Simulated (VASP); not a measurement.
All values below come from revTPSS meta-GGA, VASP's PBE PAW potentials (set 64) (plane waves; VASP).

The input files of a VASP run:

### KPOINTS
```
Regular mesh
0
G
 9 9 9
0 0 0
```

**INCAR**
```
ALGO = Normal
EDIFF = 1E-7
ENCUT = 520
ISIF = 2
ISMEAR = 0
LASPH = .TRUE.
LCHARG = .FALSE.
LMAXMIX = 4
LMIXTAU = .TRUE.
LREAL = .FALSE.
LWAVE = .FALSE.
METAGGA = RTPSS
NELM = 100
PREC = Accurate
SIGMA = 0.05
SYSTEM = SrO
```

POSCAR:
```
SrO
1
    0.0000000000     2.5371291838     2.5371291838
    2.5371291838     0.0000000000     2.5371291838
    2.5371291838     2.5371291838     0.0000000000
Sr O
1 1
Direct
  0.0000000000   0.0000000000   0.0000000000
  0.5000000000   0.5000000000   0.5000000000
```

POTCAR, in this order: Sr_sv O (PBE.64 set). Program: vasp_std.

What VASP printed:

### OSZICAR
```
       N       E                     dE             d eps       ncg     rms          rms(c)
DAV:   1     0.113783649523E+03    0.11378E+03   -0.92272E+03   840   0.139E+03
DAV:   2     0.244720312701E+02   -0.89312E+02   -0.80891E+02  1036   0.292E+02
DAV:   3     0.206651179195E+02   -0.38069E+01   -0.37694E+01  1088   0.611E+01
DAV:   4     0.206298674078E+02   -0.35251E-01   -0.35245E-01   948   0.601E+00
DAV:   5     0.206293440268E+02   -0.52338E-03   -0.52337E-03  1064   0.600E-01    0.110E+02
DAV:   6    -0.488380755876E+01   -0.25513E+02   -0.11243E+02   872   0.140E+02    0.299E+01
DAV:   7    -0.383299072150E+01    0.10508E+01   -0.59900E+00   972   0.260E+01    0.124E+01
DAV:   8    -0.393879854313E+01   -0.10581E+00   -0.67233E-01  1172   0.694E+00    0.786E+00
DAV:   9    -0.387979199753E+01    0.59007E-01   -0.21043E-01   968   0.527E+00    0.406E+00
DAV:  10    -0.396807571751E+01   -0.88284E-01   -0.47798E-02  1220   0.236E+00    0.251E+00
DAV:  11    -0.391633557729E+01    0.51740E-01   -0.10740E-01  1008   0.298E+00    0.749E-01
DAV:  12    -0.394144799817E+01   -0.25112E-01   -0.19660E-02   884   0.144E+00    0.374E-01
DAV:  13    -0.396865764751E+01   -0.27210E-01   -0.10004E-02   924   0.116E+00    0.305E-01
DAV:  14    -0.396880026064E+01   -0.14261E-03   -0.15144E-03   976   0.333E-01    0.784E-02
DAV:  15    -0.396877154992E+01    0.28711E-04   -0.21738E-04   944   0.143E-01    0.374E-02
DAV:  16    -0.396878752450E+01   -0.15975E-04   -0.41142E-05   916   0.734E-02    0.106E-02
DAV:  17    -0.396880343741E+01   -0.15913E-04   -0.10485E-05   972   0.362E-02    0.686E-03
DAV:  18    -0.396880040692E+01    0.30305E-05   -0.13589E-06   992   0.126E-02    0.383E-03
DAV:  19    -0.396880180352E+01   -0.13966E-05   -0.16690E-07   684   0.490E-03    0.254E-03
DAV:  20    -0.396880092094E+01    0.88258E-06   -0.88107E-08   464   0.332E-03    0.180E-03
DAV:  21    -0.396880216063E+01   -0.12397E-05   -0.40011E-08   452   0.251E-03    0.131E-03
DAV:  22    -0.396880207581E+01    0.84820E-07   -0.43612E-09   452   0.744E-04
   1 F= -.39688021E+01 E0= -.39688021E+01  d E =-.141571E-15
```

**OUTCAR**
```
------------------------ aborting loop because EDIFF is reached ----------------------------------------
  FORCE on cell =-STRESS in cart. coord.  units (eV):
  Direction    XX          YY          ZZ          XY          YZ          ZX
  --------------------------------------------------------------------------------------
  Total        1.2991466      1.2991466      1.2991466      0.0000000     -0.0000000      0.0000000
  in kB       63.7251687     63.7251687     63.7251687      0.0000000     -0.0000000      0.0000000
  external PRESSURE =      63.7251687 kB  Pullay stress =       0.0000000 kB
  volume of cell :       32.66
      direct lattice vectors                 reciprocal lattice vectors
     0.000000000  2.537129184  2.537129184    -0.197073134  0.197073134  0.197073134
     2.537129184  0.000000000  2.537129184     0.197073134 -0.197073134  0.197073134
     2.537129184  2.537129184  0.000000000     0.197073134  0.197073134 -0.197073134
  FREE ENERGIE OF THE ION-ELECTRON SYSTEM (eV)
  ---------------------------------------------------
  free  energy   TOTEN  =        -3.9688020758 eV

  energy  without entropy=       -3.9688020758  energy(sigma->0) =       -3.96880208
```
(Selected blocks of OUTCAR.)

The compound is SrO in the rock salt structure. This cell is one point of a volume scan, at 0.94 of the reference volume.
